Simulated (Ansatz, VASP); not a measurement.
## One calculation of CdPt, two programs

```
CELL_PARAMETERS angstrom
2.91893 0.00000 0.00000
0.00000 2.91893 0.00000
0.00000 0.00000 3.79609
ATOMIC_POSITIONS crystal
Cd 0.00000 0.00000 0.00000
Pt 0.50000 0.50000 0.50000
```

Alike in both runs: functional LDA; k mesh 14 × 14 × 12; occupations gaussian, width 0.1 eV; no spin polarisation.

Ansatz relaxed the structure, and its values are those at the end. VASP's run is a single point on that final structure, the one shown.

|  | VASP | Ansatz |
| --- | --- | --- |
| version | VASP 6.6.1 | Ansatz 0.2.0 |
| potentials or method | VASP PAW LDA potentials, release 64 (Cd, Pt) | scalar-relativistic, plane waves, PAW |
| plane-wave cutoff (eV) | 520 | 420 |
| valence electrons in the cell | 22 | 38 |

Ansatz gave:

| Quantity | Value |
| --- | --- |
| gap on the k mesh at the Fermi level (eV) | none |
| pressure (GPa) | 0.0 |

Question: Which values does VASP return?

Answer: gap on the k mesh at the Fermi level (eV): none; pressure (GPa): 1.9.

A gap of «none» marks a metal or a gap that the smearing closes. The two sets of potentials don't hold the same shells in valence.

Spin-orbit coupling is left out, which matters for the levels of Pt.
